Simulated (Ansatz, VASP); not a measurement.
# InSe: VASP beside Ansatz, part 2 of 2

Wanted: the spread between two codes on one cell, functional and k mesh. The cell is taken from a series of runs on this material, whose earlier steps may have relaxed, scaled, displaced or heated it; both programs get it as it stands. Other levels of theory on this material are compared in a session of their own.

VASP 6.6.1 and Ansatz 0.2.0.

So far: Starting point; VASP: relaxation of cell and atoms, PBEsol with D3(BJ).

## Step 3: Ansatz: relaxation of cell and atoms, PBEsol with D3(BJ)

Level of this step: Ansatz beside VASP: Kohn-Sham DFT, plane waves, PBEsol with D3(BJ) (Ansatz).

Ansatz runs on its PAW soft_1 files.

The same cell, functional and mesh now go to Ansatz, which takes its cutoff from its data sets.

input.yaml

```yaml
crystal:
  lattice:
    - [1.98038964, 1.1433784917, 8.0606835568]
    - [-1.98038964, 1.1433784917, 8.0606835568]
    - [0.0, -2.2867569835, 8.0606835568]
  atoms:
    - { symbol: Se, position: [0.3878188541, 0.3878188541, 0.3878188541] }
    - { symbol: Se, position: [0.1675682849, 0.1675682849, 0.1675682849] }
    - { symbol: In, position: [1.001147898, 0.001147898, 0.001147898] }
    - { symbol: In, position: [0.887464963, 0.887464963, 0.887464963] }
kpoints:
  mp_grid: { grid: [12, 12, 12] }
hamiltonian:
  xc: pbesol
  dispersion: d3bj
  pseudopotentials: { kind: paw, azcp: { folder: soft_1 }, xc_functional: pbe }
scf:
  occupations: { method: fixed }
output:
  forces: true
  stress: true
  eigenvalues: true
relax:
  adjacent_minimum: "off"
  f_tol: 0.001
  max_steps: 60
  cell: { stress_tol: 0.01 }
```

Launch:

```console
$ ansatz run input.yaml --threads 8 --pin off --max-ram 16384MiB --backend cpu --events-out ev --progress --plain --runs-dir out
```

Numbers of over 12 decimals in the logs are rounded to 6 here.

Output:

```text
basis.fft_grid_basis auto: the FFT boxes are laid along the combinations [[1, 0, -1], [0, 1, -1], [0, 0, 1]] of the cell's own vectors, 3.961, 3.961 and 8.379 Å long. The dense box has 27×27×60 points. Along the cell's own vectors, as sized, it would have 60×60×60, 4.94 times as many. Of the 6 symmetry operations that the crystal satisfies within crystal.symmetry.tolerance (time reversal apart; of a slab, those that  [...]
Engine: ansatz 0.2.0, aarch64-unknown-linux-gnu
Pseudopotentials: kind: paw
Pseudopotential: Se, paw, valence charge 16, recommended cutoff 420 eV (normal), soft_1/Se.paw.azcp
Pseudopotential: In, paw, valence charge 13, recommended cutoff 420 eV (normal), soft_1/In.paw.azcp
Functional definition: PBEsol
  exchange = pbesol_x
  correlation = pbesol_c
Crystal: 4 atoms, lattice volume = 109.513 Å³
Basis set: ecut = 420 eV, 2157 PW (Γ), FFT grids on a1−a3, a2−a3, a3, exchange–correlation on 54×54×120 points (8 copies of the dense FFT grid, shifted against one another)
Bands: 35, of which v1, the nominal top of the filled ones, is band 29 counted from 1 (28 counted from 0)
Symmetry: 6 space group operations
Space group: R3m (ITA 160), of the structure as read, at distance tolerance 4.8e-5 Å
k-points: 189 of 1728 (time reversal used)
Non-local potential: Se, projectors of the file, l = 0: 2, l = 1: 2, l = 2: 3, l = 3: 1
Non-local potential: In, projectors of the file, l = 0: 2, l = 1: 2, l = 2: 2, l = 3: 1
PAW form: soft (Blöchl's): semilocal exchange-correlation on the pseudo side does not see the compensation charge
PAW frozen core: Se, regenerated for the run's functional, and the local potential with it (the file was generated under x = pbe(κ = 0.804, μ = 0.219515), c = pbe(β = 0.066725))
PAW frozen core: In, regenerated for the run's functional, and the local potential with it (the file was generated under x = pbe(κ = 0.804, μ = 0.219515), c = pbe(β = 0.066725))
PAW one-centre angular grid: Se, 590 points (default); XC on 64 Gauss nodes
PAW one-centre angular grid: In, 590 points (default); XC on 64 Gauss nodes
Initial density: superposition of atomic densities (chi_scale 0.1, normalization cell, long waves kept (reshape's long-wave potential 0.63 eV rms))
Initial wavefunctions: pseudopotential atomic-orbital guess
Functional: x = pbesol(κ = 0.804, μ = 0.123457), c = pbesol(β = 0.046)
SCF iter   1: F=—  HF=-21905.324076 eV  |F-HF|=—  |Δ(HF+E_count)|=         —  Δρ=5.20e-2  dr2=1.59e1  ethr=3.10e-3  ⟨swp⟩=5.0  Hψ=24037  notcnv=0  defer=704
preconditioner: auto → Resta (q_TF=auto, 2.454 Å⁻¹)  ε∞=3.2  [insulator: Δε(μ)=0.105 eV  Ē_g=14.631 eV  n_scr=30 (ndim 8)  ℏωp=21.9 eV  f_vac=0.012  ε∞_Penn≈3.2]
SCF iter   2: F=—  HF=-21902.679170 eV  |F-HF|=—  |Δ(HF+E_count)|=    2.64e0  Δρ=1.96e-2  dr2=4.22e-1  ethr=3.10e-3  ⟨swp⟩=3.6  Hψ=14542  notcnv=0  defer=740
SCF iter   3: F=—  HF=-21902.538252 eV  |F-HF|=—  |Δ(HF+E_count)|=   1.41e-1  Δρ=1.16e-2  dr2=1.11e-1  ethr=7.28e-4  ⟨swp⟩=2.2  Hψ=13986  notcnv=0  defer=756
SCF iter   4: F=—  HF=-21902.504043 eV  |F-HF|=—  |Δ(HF+E_count)|=   3.42e-2  Δρ=1.81e-3  dr2=6.83e-3  ethr=1.92e-4  ⟨swp⟩=3.0  Hψ=12212  notcnv=0  defer=755
SCF iter   5: F=—  HF=-21902.500241 eV  |F-HF|=—  |Δ(HF+E_count)|=   3.80e-3  Δρ=8.60e-4  dr2=9.70e-4  ethr=1.18e-5  ⟨swp⟩=2.2  Hψ=12295  notcnv=0  defer=756
SCF iter   6: F=—  HF=-21902.500701 eV  |F-HF|=—  |Δ(HF+E_count)|=   4.59e-4  Δρ=2.11e-4  dr2=1.20e-4  ethr=1.67e-6  ⟨swp⟩=2.2  Hψ=12020  notcnv=0  defer=756
SCF iter   7: F=—  HF=-21902.500711 eV  |F-HF|=—  |Δ(HF+E_count)|=   1.02e-5  Δρ=6.66e-5  dr2=1.39e-5  ethr=2.08e-7  ⟨swp⟩=2.0  Hψ=11868  notcnv=0  defer=219
SCF iter   8: F=—  HF=-21902.500716 eV  |F-HF|=—  |Δ(HF+E_count)|=   5.11e-6  Δρ=2.06e-5  dr2=6.44e-7  ethr=2.39e-8  ⟨swp⟩=2.0  Hψ=11656  notcnv=0  defer=217
SCF iter   9: F=—  HF=-21902.500716 eV  |F-HF|=—  |Δ(HF+E_count)|=   6.81e-8  Δρ=8.20e-6  dr2=1.79e-7  ethr=1.72e-10  ⟨swp⟩=11.9  Hψ=39029  notcnv=0
SCF iter  10: F=-21902.500716 eV  HF=-21902.500716 eV  |F-HF|=1.17e-8  |Δ(HF+E_count)|=   1.03e-8  Δρ=2.64e-6  dr2=1.20e-8  ethr=1.72e-10  ⟨swp⟩=4.3  Hψ=24087  notcnv=0
SCF 1 converged in 10 iterations: F = -21902.500716 eV  dr2 = 1.20e-8
  greatest PAW one-centre occupation: 1.000 electrons in one spin orbital (limit 2), on the Se atom at site 1 (counted from 0), in its partial waves of l = 2
relax step   1: F+E_penalty+E_count = -21902.50071573 eV  Δ(F+E_penalty+E_count) = +0.000e0 eV  max|allowed force component| = 8.841e-4 eV/Å  Δτ_max = 0.0000 Å  P = -0.001 GPa  Ω = 109.513 Å³  (10 SCF iters, dr2 threshold 1.00e-7 eV, accepted)
Initial density: handed on by an earlier stage of this run
Initial wavefunctions: pseudopotential atomic-orbital guess (no wavefunctions were taken with the density)
iter 1 solved again at ethr=5.36e-8 eV; its pass at ethr=3.10e-3 eV (dr2=3.11e-5 eV) is discarded
SCF iter   1: F=—  HF=-21902.500715 eV  |F-HF|=—  |Δ(HF+E_count)|=         —  Δρ=2.54e-6  dr2=1.15e-8  ethr=5.36e-8  ⟨swp⟩=3.0  Hψ=42857  notcnv=0  defer=756
preconditioner: auto → Resta (q_TF=auto, 2.454 Å⁻¹)  ε∞=3.4  [insulator: Δε(μ)=0.341 eV  Ē_g=14.008 eV  n_scr=30 (ndim 8)  ℏωp=21.9 eV  f_vac=0.048  ε∞_Penn≈3.4]
SCF iter   2: F=—  HF=-21902.500716 eV  |F-HF|=—  |Δ(HF+E_count)|=   6.32e-7  Δρ=1.15e-6  dr2=2.13e-9  ethr=1.98e-11  ⟨swp⟩=2.2  Hψ=12047  notcnv=0  defer=716
SCF iter   3: F=—  HF=-21902.500716 eV  |F-HF|=—  |Δ(HF+E_count)|=   1.64e-9  Δρ=6.79e-7  dr2=8.34e-10  ethr=3.67e-12  ⟨swp⟩=2.7  Hψ=10522  notcnv=0  defer=716
SCF iter   4: F=—  HF=-21902.500716 eV  |F-HF|=—  |Δ(HF+E_count)|=   1.21e-9  Δρ=1.99e-7  dr2=7.69e-11  ethr=1.44e-12  ⟨swp⟩=2.0  Hψ=7961  notcnv=0  defer=716
SCF iter   5: F=—  HF=-21902.500716 eV  |F-HF|=—  |Δ(HF+E_count)|=  1.02e-10  Δρ=4.95e-8  dr2=3.22e-12  ethr=1.00e-12  ⟨swp⟩=2.0  Hψ=6918  notcnv=0  defer=716
SCF iter   6: F=-21902.500716 eV  HF=-21902.500716 eV  |F-HF|=0.00e0  |Δ(HF+E_count)|=  3.64e-12  Δρ=2.20e-8  dr2=9.99e-13  ethr=1.00e-12  ⟨swp⟩=10.7  Hψ=39582  notcnv=0
SCF 2 converged in 6 iterations: F = -21902.500716 eV  dr2 = 9.99e-13
relax step   2: F+E_penalty+E_count = -21902.50071574 eV  Δ(F+E_penalty+E_count) = -1.069e-8 eV  max|allowed force component| = 8.950e-4 eV/Å  Δτ_max = 0.0000 Å  P = -0.001 GPa  Ω = 109.513 Å³  stress off target by 1.94e-3 GPa  SCF on the basis re-selected at this cell (its energy is not comparable with the rows above)  (6 SCF iters)
basis re-selected at this cell: Δ(F+E_penalty+E_count) = -1.069e-8 eV, ΔP = +0.000 GPa vs the last step (what re-selecting the basis moved, of the pressure what is left beyond the Pulay correction that the steps carried, after the strain that the cell walked since its last selection, with what the two solves' SCF thresholds leave and, on support functions, any second-order correction that the steps lacked; it is no m [...]
SCF converged after 6 iterations
Free energy (F): -21902.500716 eV
Harris-Foulkes:  -21902.500716 eV  (|F-HF|=0.00e0)
Internal energy: -21902.500716 eV  (E = F + TS)
E sigma→0 (E₀):  -21902.500716 eV
Fermi energy:    7.936296 eV
--- Per-component energies (eV) ---
  E_band       = -883.591032
  E_kinetic    = 660.433138
  E_local      = -7981.929113  (includes V_loc(G=0)·N_el)
  E_nonlocal   = -48.305057
  E_hartree    = 3890.061973
  E_xc         = -452.791320
  E_vxc        = -360.276362  (∫ρ·V_xc dr)
  E_paw        = -12448.910561  (= ΣΔE_a)
  E_vpaw       = -933.637154  (= ΣTr[D̂ρ^β])
  E_aug_tail   = -0.000441  (compensation charges beyond the density's cutoff)
  E_ewald      = -5522.310081
  E_disp       = -1.237965  (pairwise vdW)
  E_core_change = 2.488711  (= ΣΔE_core)
  E_smearing   = -0.000000  (= −TS)
  E_closure    = -0.000000  (closes the sum)
  Σ components = -21902.500716   (vs F -21902.500716, Δ=0.00e0)
--- Forces (eV/Å), atoms counted from 1 ---
  atom   1  Se    -0.00000000     0.00000000    -0.00054223
  atom   2  Se    -0.00000000    -0.00000000     0.00042941
  atom   3  In     0.00000000     0.00000000    -0.00078217
  atom   4  In    -0.00000000    -0.00000000     0.00089496
  max |Σ_I F_I| component: 2.98e-8 eV/Å
--- Stress (GPa, compression-positive) ---
        0.000156       0.000000       0.000000
        0.000000       0.000156       0.000000
        0.000000       0.000000      -0.001940
  P = ⅓ Tr σ = -0.0005 GPa (-0.005 kbar)
--- Band table (eV; the first three rows and the last of 189) ---
  k-point 0: bands = [... 25 lower, 6.4728, 6.4728, 6.7127, 6.7127, 9.8747, 10.0163, 12.2448, 12.2448, ... 2 higher]
  k-point 1: bands = [... 25 lower, 6.3249, 6.3687, 6.6402, 6.6526, 10.0146, 10.4086, 11.8097, 12.3116, ... 2 higher]
  k-point 2: bands = [... 25 lower, 6.0863, 6.1201, 6.4377, 6.7427, 10.1267, 10.5829, 11.6185, 12.3076, ... 2 higher]
  k-point 188: bands = [... 25 lower, 6.4009, 6.7974, 6.7974, 7.9363, 8.2774, 10.1114, 12.1054, 12.1054, ... 2 higher]
--- Relaxed structure (1 steps of the walk, 1 accepted, 1 SCFs on fresh bases) ---
  F+E_penalty+E_count = -21902.50071574 eV   max|allowed force component| = 8.950e-4 eV/Å   (the final SCF, on the basis selected at the relaxed cell)
  cell:  # Å, volume = 109.5125 Å³
    - [1.980390, 1.143378, 8.060684]
    - [-1.980390, 1.143378, 8.060684]
    - [0.0, -2.286757, 8.060684]
  atoms:
    - { symbol: Se, position: [0.3878188541, 0.3878188541, 0.3878188541] }
    - { symbol: Se, position: [0.167568, 0.167568, 0.167568] }
    - { symbol: In, position: [1.001147898, 0.0011479, 0.0011479] }
    - { symbol: In, position: [0.887465, 0.887465, 0.887464963] }
```

In the SCF lines HF is the Harris–Foulkes energy and dr2 the Hartree energy of the density residual, in eV; the loop may stop once dr2 is under the threshold and the program's other checks hold. Hψ counts applications of the Hamiltonian.

## Step 4: Side by side

Known differences besides the potentials themselves: fixed occupations in Ansatz, narrow Gaussian smearing in VASP; the data sets hold 58 valence electrons in Ansatz (on its PAW soft_1 files) and 38 in VASP; the cutoff is 420 eV in Ansatz and 500 eV in VASP; Ansatz makes its cores anew for this functional, VASP keeps those of its PBE data sets; Ansatz adds a Pulay correction to the stress that steers its cell, VASP none. Total energies have different zeros and are not compared.

Both answers:

| quantity | Ansatz | VASP | difference |
| --- | --- | --- | --- |
| volume (Å³) | 109.51 | 109.63 | -0.11 % |
| edge a after relaxation, in the typed setting (Å) | 8.379 | 8.381 | -0.03 % |

## Step 5: Summary of results

- difference in volume (relaxation of cell and atoms, PBEsol with D3(BJ)): -0.11 %

**Reading.** The difference in volume is -0.11 % (relaxation of cell and atoms, PBEsol with D3(BJ)), within the 1.2 % picked in this series as the mark of a large difference, as far as the stopping tolerances let one tell. The data sets hold unlike numbers of valence electrons (58 in Ansatz and 38 in VASP), so part of the differences comes from the potentials. 6 further runs of this series are not shown here. How closely two codes agree says nothing of how well the functional describes the real material.

[Lines on the potential files, build, host, timing and source positions are cut from VASP's logs without a mark.]

[Logs are printed without paths, hosts, clocks, repeated set-up lines and the standing remarks that a program may print on its own settings, such as how far it seeks lower states.]

[Hosts, paths, dates, database ids (printed as entryN), source tags and the programs' standing remarks are cut or masked in the printed files.]
